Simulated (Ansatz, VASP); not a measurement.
## PtC in two plane-wave programs

Wanted: the spread between two codes on one cell, functional and k mesh. The cell is generated by rule, not measured, and may not be a known phase. Of the first pair: The cell is taken from a series of runs on this material, whose earlier steps may have relaxed, scaled, displaced or heated it; both programs get it as it stands.

Main program and level: Ansatz 0.2.0; plane waves, with VASP 6.6.1 beside it; relaxation of cell and atoms at PBEsol.

**1. The structure**

Symmetry: Pmma, No. 51, orthorhombic system. Conventional cell: a = 8.013 Å, b = 3.090 Å, c = 3.598 Å, α = 90.00°, β = 90.00°, γ = 90.00°. Pt has 6 C at 2.13 to 2.37 Å nearest. Pt has 4 C at 2.03 to 2.08 Å nearest. C has 4 Pt at 2.08 to 2.13 Å nearest. Nearest to C lie 6 Pt at 2.03 to 2.37 Å. Farther neighbours are not listed.

Structure file:

```cif
data_structure
_symmetry_space_group_name_H-M 'P 1'
_symmetry_Int_Tables_number 1
_cell_length_a 8.0128
_cell_length_b 3.0903
_cell_length_c 3.5979
_cell_angle_alpha 90.000
_cell_angle_beta 90.000
_cell_angle_gamma 90.000
_cell_volume 89.09
loop_
_atom_site_label
_atom_site_type_symbol
_atom_site_fract_x
_atom_site_fract_y
_atom_site_fract_z
_atom_site_occupancy
Pt1 Pt 0.50000 0.50000 0.50000 1
Pt2 Pt 0.00000 0.50000 0.50000 1
Pt3 Pt 0.25000 0.00000 0.08784 1
Pt4 Pt 0.75000 0.00000 0.91216 1
C5 C 0.75000 0.50000 0.29807 1
C6 C 0.25000 0.50000 0.70193 1
C7 C 0.50000 0.00000 0.00000 1
C8 C 0.00000 0.00000 0.00000 1
```

**2. Ansatz: relaxation of cell and atoms, PBEsol, pair 1**

Ansatz runs on its default PAW (the set named soft_2) files.

The relaxed volume is the usual yardstick between codes: in a stiff, nearly cubic crystal its relative difference is about their pressure difference at one cell divided by the bulk modulus.

input.yaml

```yaml
crystal:
  lattice:
    - [8.0127869638, 0.0, 0.0]
    - [0.0, 3.090335728, 0.0]
    - [0.0, 0.0, 3.597890541]
  atoms:
    - { symbol: Pt, position: [0.5, 0.5, 0.5] }
    - { symbol: Pt, position: [0.0, 0.5, 0.5] }
    - { symbol: Pt, position: [0.25, 0.0, 0.0878415343] }
    - { symbol: Pt, position: [0.75, 0.0, 0.9121584657] }
    - { symbol: C, position: [0.75, 0.5, 0.2980721143] }
    - { symbol: C, position: [0.25, 0.5, 0.7019278857] }
    - { symbol: C, position: [0.5, 0.0, 0.0] }
    - { symbol: C, position: [0.0, 0.0, 0.0] }
kpoints:
  mp_grid: { grid: [6, 12, 10] }
hamiltonian:
  xc: pbesol
scf:
  occupations: { method: methfessel_paxton, width: 0.2 }
output:
  forces: true
  stress: true
  eigenvalues: true
relax:
  adjacent_minimum: "off"
  f_tol: 0.001
  max_steps: 60
  cell: { stress_tol: 0.01 }
```

The run is started by

```bash
ansatz run input.yaml --threads 4 --pin off --max-ram 7168MiB --backend cpu --events-out ev --progress --plain --runs-dir out
```

Numbers of over 12 decimals in the logs are rounded to 6 here.

Output:

```text
Engine: ansatz 0.2.0, aarch64-unknown-linux-gnu
Pseudopotentials: kind: paw
Pseudopotential: Pt, paw, valence charge 18, recommended cutoff 420 eV (normal), Pt.paw.azcp
Pseudopotential: C, paw, valence charge 4, recommended cutoff 420 eV (normal), C.paw.azcp
Functional definition: PBEsol
  exchange = pbesol_x
  correlation = pbesol_c
Crystal: 8 atoms, lattice volume = 89.092 Å³
Basis set: ecut = 420 eV, 1721 PW (Γ), exchange–correlation on 108×48×50 points (8 copies of the dense FFT grid, shifted against one another)
Bands: 53, of which v1, the nominal top of the filled ones, is band 44 counted from 1 (43 counted from 0)
Symmetry: 8 space group operations
Space group: Pmma (ITA 51), of the structure as read, at distance tolerance 4.5e-5 Å
k-points: 168 of 720
Non-local potential: Pt, projectors of the file, l = 0: 3, l = 1: 2, l = 2: 2, l = 3: 1
Non-local potential: C, projectors of the file, l = 0: 2, l = 1: 2, l = 2: 1
PAW form: soft (Blöchl's): semilocal exchange-correlation on the pseudo side does not see the compensation charge
PAW frozen core: Pt, regenerated for the run's functional, and the local potential with it (the file was generated under x = pbe(κ = 0.804, μ = 0.219515), c = pbe(β = 0.066725))
PAW frozen core: C, regenerated for the run's functional, and the local potential with it (the file was generated under x = pbe(κ = 0.804, μ = 0.219515), c = pbe(β = 0.066725))
PAW one-centre angular grid: Pt, 590 points (default); XC on 64 Gauss nodes
PAW one-centre angular grid: C, 110 points (default); XC on 64 Gauss nodes
Initial density: superposition of atomic densities (neutral atoms: chi_scale 0, normalization atom), corrected by the library's trained network
Initial wavefunctions: pseudopotential atomic-orbital guess
Functional: x = pbesol(κ = 0.804, μ = 0.123457), c = pbesol(β = 0.046)
SCF iter   1: F=—  HF=-50511.458163 eV  |F-HF|=—  |Δ(HF+E_count)|=         —  Δρ=1.84e-2  dr2=2.98e-1  ethr=1.77e-3  ⟨swp⟩=5.1  Hψ=29941  notcnv=0
preconditioner: auto → Kerker (q_TF=auto, 2.723 Å⁻¹)  [metal: Δε(μ)=0.020 eV  Ē_g=8.236 eV  σ=0.200 eV  W_gap=0.09  n_scr=30 (ndim 8)  ℏωp=29.4 eV  f_vac=0.000  D(μ)=2.24/eV (n_scr^D=12)]
SCF iter   2: F=—  HF=-50511.415733 eV  |F-HF|=—  |Δ(HF+E_count)|=   4.24e-2  S|Δr|=    0.00e0  Δρ=1.04e-2  dr2=1.09e-1  ethr=3.39e-4  ⟨swp⟩=1.0  Hψ=10250  notcnv=0  defer=1
SCF iter   3: F=—  HF=-50511.389739 eV  |F-HF|=—  |Δ(HF+E_count)|=   2.60e-2  S|Δr|=    0.00e0  Δρ=1.41e-3  dr2=1.82e-3  ethr=1.24e-4  ⟨swp⟩=2.0  Hψ=12684  notcnv=0  defer=1
SCF iter   4: F=—  HF=-50511.389260 eV  |F-HF|=—  |Δ(HF+E_count)|=   4.79e-4  S|Δr|=    0.00e0  Δρ=2.86e-4  dr2=1.08e-4  ethr=2.06e-6  ⟨swp⟩=2.4  Hψ=14285  notcnv=0  defer=1
SCF iter   5: F=—  HF=-50511.389238 eV  |F-HF|=—  |Δ(HF+E_count)|=   2.19e-5  S|Δr|=    0.00e0  Δρ=5.53e-5  dr2=3.18e-6  ethr=1.23e-7  ⟨swp⟩=2.4  Hψ=13533  notcnv=0  defer=1
SCF iter   6: F=—  HF=-50511.389246 eV  |F-HF|=—  |Δ(HF+E_count)|=   7.85e-6  S|Δr|=    0.00e0  Δρ=1.16e-5  dr2=1.79e-7  ethr=3.61e-9  ⟨swp⟩=2.2  Hψ=14603  notcnv=0  defer=1
SCF iter   7: F=-50511.389246 eV  HF=-50511.389246 eV  |F-HF|=5.75e-9  |Δ(HF+E_count)|=   3.29e-8  S|Δr|=    0.00e0  Δρ=2.84e-6  dr2=9.57e-9  ethr=1.14e-10  ⟨swp⟩=8.2  Hψ=31628  notcnv=0
SCF 1 converged in 7 iterations: F = -50511.389246 eV  dr2 = 9.57e-9
  greatest PAW one-centre occupation: 1.000 electrons in one spin orbital (limit 2), on the Pt atom at site 3 (counted from 0), in its partial waves of l = 0
relax step   1: F+E_penalty+E_count = -50511.38924569 eV  Δ(F+E_penalty+E_count) = +0.000e0 eV  max|allowed force component| = 1.187e-2 eV/Å  Δτ_max = 0.0000 Å  P = -0.028 GPa  Ω = 89.092 Å³  (7 SCF iters, dr2 threshold 1.00e-7 eV, accepted)
[...]
relax step   8: F+E_penalty+E_count = -50511.38929411 eV  Δ(F+E_penalty+E_count) = -2.714e-5 eV  max|allowed force component| = 3.391e-4 eV/Å  Δτ_max = 0.0010 Å  P = +0.000 GPa  Ω = 89.114 Å³  energy of the carried Pulay correction = +1.984e-5 eV  (5 SCF iters, dr2 threshold 4.15e-9 eV, accepted)
[...]
relax step   9: F+E_penalty+E_count = -50511.38927320 eV  Δ(F+E_penalty+E_count) = +2.091e-5 eV  max|allowed force component| = 3.411e-4 eV/Å  Δτ_max = 0.0000 Å  P = +0.000 GPa  Ω = 89.114 Å³  stress off target by 4.49e-3 GPa  SCF on the basis re-selected at this cell (its energy is not comparable with the rows above)  (5 SCF iters)
basis re-selected at this cell: Δ(F+E_penalty+E_count) = +2.091e-5 eV, ΔP = -0.000 GPa vs the last step (what re-selecting the basis moved, of the pressure what is left beyond the Pulay correction that the steps carried, after the strain that the cell walked since its last selection, with what the two solves' SCF thresholds leave and, on support functions, any second-order correction that the steps lacked; it is no m [...]
SCF converged after 5 iterations
Stability not checked: this state was not tested for a lower state beside it, because cold or Methfessel-Paxton smearing, or corrected tetrahedra, fill the levels in a way that the test cannot read (fill_not_monotonic; see scf.lower_state_search)
Free energy (F): -50511.389273 eV
Harris-Foulkes:  -50511.389273 eV  (|F-HF|=7.28e-12)
Internal energy: -50511.393724 eV  (E = F + TS)
E sigma→0 (E₀):  -50511.390386 eV
Entropy (-TS):   0.004450 eV (0.556 meV/atom)
Fermi energy:    19.615640 eV
--- Per-component energies (eV) ---
  E_band       = -675.297894
  E_kinetic    = 2890.693692
  E_local      = -7037.991076  (includes V_loc(G=0)·N_el)
  E_nonlocal   = 916.879559
  E_hartree    = 2592.903326
  E_xc         = -1229.163652
  E_vxc        = -1443.103779  (∫ρ·V_xc dr)
  E_paw        = -37643.159947  (= ΣΔE_a)
  E_vpaw       = -1187.583622  (= ΣTr[D̂ρ^β])
  E_aug_tail   = 0.000688  (compensation charges beyond the density's cutoff)
  E_ewald      = -11002.788641
  E_core_change = 1.232327  (= ΣΔE_core)
  E_smearing   = 0.004450  (= −TS)
  E_closure    = -0.000000  (closes the sum)
  Σ components = -50511.389273   (vs F -50511.389273, Δ=0.00e0)
--- Forces (eV/Å), atoms counted from 1 ---
  atom   1  Pt     0.00000000     0.00000000     0.00000000
  atom   2  Pt     0.00000000     0.00000000     0.00000000
  atom   3  Pt    -0.00000000    -0.00000000    -0.00006328
  atom   4  Pt     0.00000000     0.00000000     0.00006328
  atom   5  C      0.00000000     0.00000000    -0.00034105
  atom   6  C     -0.00000000    -0.00000000     0.00034105
  atom   7  C      0.00000000     0.00000000     0.00000000
  atom   8  C      0.00000000    -0.00000000     0.00000000
  max |Σ_I F_I| component: 6.26e-30 eV/Å
--- Stress (GPa, compression-positive) ---
        0.004488      -0.000000      -0.000000
       -0.000000      -0.001400       0.000000
       -0.000000       0.000000      -0.002943
  P = ⅓ Tr σ = 0.0000 GPa (0.000 kbar)
--- Band table (eV; the first three rows and the last of 168) ---
  k-point 0: bands = [... 40 lower, 17.6845, 18.3009, 18.4463, 19.1617, 19.3498, 20.4772, 20.6056, 20.8344, ... 5 higher]
  k-point 1: bands = [... 40 lower, 17.6532, 18.5457, 18.6151, 18.9408, 19.7701, 20.2941, 20.9148, 21.0623, ... 5 higher]
  k-point 2: bands = [... 40 lower, 17.5944, 18.1461, 18.8605, 20.0782, 20.0922, 20.1628, 21.3877, 21.6074, ... 5 higher]
  k-point 167: bands = [... 40 lower, 17.9572, 17.9572, 18.3833, 18.3833, 19.1141, 19.1141, 19.5972, 19.5972, ... 5 higher]
--- Relaxed structure (7 steps of the walk, 7 accepted, 2 SCFs on fresh bases) ---
  F+E_penalty+E_count = -50511.38927320 eV   max|allowed force component| = 3.411e-4 eV/Å   (the final SCF, on the basis selected at the relaxed cell)
  cell:  # Å, volume = 89.1144 Å³
    - [8.010956, 0, 0]
    - [0, 3.091236, 0]
    - [0, 0, 3.598581]
  atoms:
    - { symbol: Pt, position: [0.5, 0.5, 0.5] }
    - { symbol: Pt, position: [0, 0.5, 0.5] }
    - { symbol: Pt, position: [0.25, 0, 0.087491] }
    - { symbol: Pt, position: [0.75, 0, 0.912509] }
    - { symbol: C, position: [0.75, 0.5, 0.298234] }
    - { symbol: C, position: [0.25, 0.5, 0.701766] }
    - { symbol: C, position: [0.5, 0, 0] }
    - { symbol: C, position: [0, 0, 0] }
```

The column dr2 measures how far the density is from self-consistency, as an energy; F and HF (Harris–Foulkes) agree once it is small.

[end of part 1 of 2]

[Lines on the potential files, build, host, timing and source positions are cut from VASP's logs without a mark.]

[Logs are printed without paths, hosts, clocks, repeated set-up lines and the standing remarks that a program may print on its own settings, such as how far it seeks lower states.]

[Hosts, paths, dates, database ids (printed as entryN), source tags and the programs' standing remarks are cut or masked in the printed files.]
